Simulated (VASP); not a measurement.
Computed with rev-vdW-DF2, VASP's PBE PAW potentials (set 64) (plane waves; VASP).

The input files of a VASP run:

### KPOINTS
```
K-points
0
Gamma
 6 6 5
0 0 0
```

**INCAR**
```
SYSTEM  =  SnO
PREC  =  Accurate; ENCUT  =  520; LREAL  =  F
LASPH  =  T
EDIFF  =  1E-7; NELM  =  100; ALGO  =  Normal
LMAXMIX  =  4
ISMEAR  =  0; SIGMA  =  0.05
GGA  =  MK; LUSE_VDW  =  T; AGGAC  =  0.0
PARAM1  =  0.1234568; PARAM2  =  0.7114; ZAB_VDW  =  -1.8867
IBRION  =  2; NSW  =  30; ISIF  =  4
EDIFFG  =  -0.01
LWAVE  =  F; LCHARG  =  F
```

POSCAR:
```
SnO
1.0
  3.8083574162   0.0000000000   0.0000000000
  0.0000000000   3.8083574162   0.0000000000
  0.0000000000   0.0000000000   4.7877121737
Sn O
2 2
Direct
  0.5000000000   1.0000000000   0.7604242199
  0.0000000000   0.5000000000   0.2395757801
  0.5000000000   0.5000000000   0.0000000000
  0.0000000000   0.0000000000   1.0000000000
```

POTCAR, in this order: Sn_d O (PBE.64 set). Program: vasp_std.

The resulting files:

### OSZICAR
```
       N       E                     dE             d eps       ncg     rms          rms(c)
DAV:   1     0.401199359566E+03    0.40120E+03   -0.20756E+04  1480   0.255E+03
DAV:   2     0.357767283289E+02   -0.36542E+03   -0.35787E+03  1552   0.578E+02
DAV:   3    -0.162505264037E+02   -0.52027E+02   -0.51458E+02  1712   0.192E+02
DAV:   4    -0.181880957708E+02   -0.19376E+01   -0.19356E+01  1672   0.417E+01
DAV:   5    -0.182446359331E+02   -0.56540E-01   -0.56529E-01  1872   0.704E+00    0.117E+01
DAV:   6    -0.145481509627E+02    0.36965E+01   -0.24925E+01  2424   0.527E+01    0.470E+00
DAV:   7    -0.145397951407E+02    0.83558E-02   -0.23154E+00  1648   0.101E+01    0.251E+00
DAV:   8    -0.145356631743E+02    0.41320E-02   -0.54925E-01  2160   0.556E+00    0.999E-01
DAV:   9    -0.145150512332E+02    0.20612E-01   -0.15650E-01  2192   0.393E+00    0.253E-01
DAV:  10    -0.145168310068E+02   -0.17798E-02   -0.17465E-02  2000   0.117E+00    0.189E-01
DAV:  11    -0.145160439675E+02    0.78704E-03   -0.46857E-03  2216   0.676E-01    0.254E-02
DAV:  12    -0.145161036366E+02   -0.59669E-04   -0.56518E-04  1560   0.148E-01    0.350E-02
DAV:  13    -0.145160991080E+02    0.45286E-05   -0.68958E-05  2184   0.106E-01    0.452E-03
DAV:  14    -0.145160989137E+02    0.19426E-06   -0.95884E-06  2224   0.328E-02    0.356E-03
DAV:  15    -0.145160989087E+02    0.50022E-08   -0.10402E-06  2016   0.804E-03    0.196E-03
DAV:  16    -0.145160989466E+02   -0.37874E-07   -0.10567E-07  1056   0.253E-03
   1 F= -.14516099E+02 E0= -.14516046E+02  d E =-.145161E+02
       N       E                     dE             d eps       ncg     rms          rms(c)
DAV:   1    -0.145171533871E+02   -0.10545E-02   -0.39867E+00  1712   0.126E+01    0.411E-01
DAV:   2    -0.145264086659E+02   -0.92553E-02   -0.10535E-01  2144   0.284E+00    0.160E-01
DAV:   3    -0.145261999800E+02    0.20869E-03   -0.13461E-03  1944   0.327E-01    0.103E-01
DAV:   4    -0.145260825074E+02    0.11747E-03   -0.20389E-04  2288   0.232E-01    0.266E-02
DAV:   5    -0.145260829721E+02   -0.46478E-06   -0.75028E-05  1680   0.801E-02    0.833E-03
DAV:   6    -0.145260840121E+02   -0.10399E-05   -0.70113E-06  2160   0.283E-02    0.459E-03
DAV:   7    -0.145260843774E+02   -0.36537E-06   -0.10710E-06  1568   0.823E-03    0.120E-03
DAV:   8    -0.145260844398E+02   -0.62407E-07   -0.13291E-07   960   0.356E-03
   2 F= -.14526084E+02 E0= -.14525851E+02  d E =-.998549E-02
       N       E                     dE             d eps       ncg     rms          rms(c)
DAV:   1    -0.145258821863E+02    0.20219E-03   -0.25136E-01  1704   0.311E+00    0.106E-01
DAV:   2    -0.145265005531E+02   -0.61837E-03   -0.68682E-03  2128   0.742E-01    0.400E-02
DAV:   3    -0.145264822778E+02    0.18275E-04   -0.81214E-05  1864   0.980E-02    0.258E-02
DAV:   4    -0.145264733507E+02    0.89271E-05   -0.17785E-05  2144   0.723E-02    0.631E-03
DAV:   5    -0.145264737924E+02   -0.44170E-06   -0.58670E-06  1680   0.236E-02    0.241E-03
DAV:   6    -0.145264739934E+02   -0.20108E-06   -0.44799E-07  1536   0.979E-03    0.105E-03
DAV:   7    -0.145264739985E+02   -0.51041E-08   -0.56980E-08   824   0.269E-03
   3 F= -.14526474E+02 E0= -.14526232E+02  d E =-.103751E-01
       N       E                     dE             d eps       ncg     rms          rms(c)
DAV:   1    -0.145309844371E+02   -0.45104E-02   -0.18998E-01  1560   0.372E+00    0.378E-01
DAV:   2    -0.145289205956E+02    0.20638E-02   -0.72390E-03  2024   0.133E+00    0.233E-01
DAV:   3    -0.145276262804E+02    0.12943E-02   -0.12855E-03  2080   0.640E-01    0.455E-02
DAV:   4    -0.145276210424E+02    0.52379E-05   -0.40019E-04  1912   0.167E-01    0.156E-02
DAV:   5    -0.145276216437E+02   -0.60129E-06   -0.43273E-05  1768   0.603E-02    0.506E-03
DAV:   6    -0.145276206187E+02    0.10250E-05   -0.34977E-06  2096   0.243E-02    0.164E-03
DAV:   7    -0.145276205834E+02    0.35306E-07   -0.51064E-07  1672   0.696E-03
   4 F= -.14527621E+02 E0= -.14527378E+02  d E =-.114658E-02
       N       E                     dE             d eps       ncg     rms          rms(c)
DAV:   1    -0.145359725987E+02   -0.83520E-02   -0.43557E-01  1552   0.563E+00    0.573E-01
DAV:   2    -0.145312763341E+02    0.46963E-02   -0.16875E-02  1976   0.194E+00    0.353E-01
DAV:   3    -0.145283129338E+02    0.29634E-02   -0.29323E-03  2072   0.993E-01    0.698E-02
DAV:   4    -0.145282996864E+02    0.13247E-04   -0.93641E-04  1888   0.264E-01    0.238E-02
DAV:   5    -0.145283008846E+02   -0.11982E-05   -0.98493E-05  1752   0.914E-02    0.761E-03
DAV:   6    -0.145282987475E+02    0.21371E-05   -0.75896E-06  2136   0.364E-02    0.244E-03
DAV:   7    -0.145282987123E+02    0.35156E-07   -0.11472E-06  1784   0.103E-02    0.141E-03
DAV:   8    -0.145282987438E+02   -0.31441E-07   -0.12151E-07   960   0.322E-03
   5 F= -.14528299E+02 E0= -.14528092E+02  d E =-.182475E-02
```

**OUTCAR**
```
------------------------ aborting loop because EDIFF is reached ----------------------------------------
  FORCE on cell =-STRESS in cart. coord.  units (eV):
  Direction    XX          YY          ZZ          XY          YZ          ZX
  --------------------------------------------------------------------------------------
  Total        0.4583960      0.4583960      0.4473035      0.0000000      0.0000000      0.0000000
  in kB       10.5766466     10.5766466     10.3207077      0.0000000      0.0000000      0.0000000
  external PRESSURE =      10.4913336 kB  Pullay stress =       0.0000000 kB
  volume of cell :       69.44
      direct lattice vectors                 reciprocal lattice vectors
     3.830462027  0.000000000  0.000000000     0.261065112  0.000000000  0.000000000
     0.000000000  3.830462027 -0.000000000     0.000000000  0.261065112  0.000000000
     0.000000000  0.000000000  4.732614301     0.000000000  0.000000000  0.211299704
 POSITION                                       TOTAL-FORCE (eV/Angst)
 -----------------------------------------------------------------------------------
      1.91523      0.00000      3.57247        -0.000000      0.000000      0.003835
      0.00000      1.91523      1.16015         0.000000      0.000000     -0.003835
      1.91523      1.91523     -0.00000         0.000000     -0.000000      0.000000
      0.00000      0.00000     -0.00000         0.000000      0.000000      0.000000
 -----------------------------------------------------------------------------------
    total drift:                                0.000000      0.000000      0.000000
  FREE ENERGIE OF THE ION-ELECTRON SYSTEM (eV)
  ---------------------------------------------------
  free  energy   TOTEN  =       -14.5282987438 eV

  energy  without entropy=      -14.5278846369  energy(sigma->0) =      -14.52809169

 reached required accuracy - stopping structural energy minimisation
```
(Selected blocks of OUTCAR.)

CONTCAR:
```
SnO
   1.00000000000000
     3.8304620273165955    0.0000000000000000    0.0000000000000000
     0.0000000000000000    3.8304620273165955   -0.0000000000000000
     0.0000000000000000    0.0000000000000000    4.7326143005752455
  Sn              O
     2     2
Direct
     0.5000000000000000    0.0000000000000000    0.7548608134021730
     0.0000000000000000    0.5000000000000000    0.2451391865978270
     0.5000000000000000    0.5000000000000000    0.0000000000000000
     0.0000000000000000    0.0000000000000000    0.0000000000000000
```

The compound is SnO in the litharge structure. This cell is one point of a volume scan, at 0.97 of the reference volume. Symmetry was kept, so distortions that lower it aren't found.
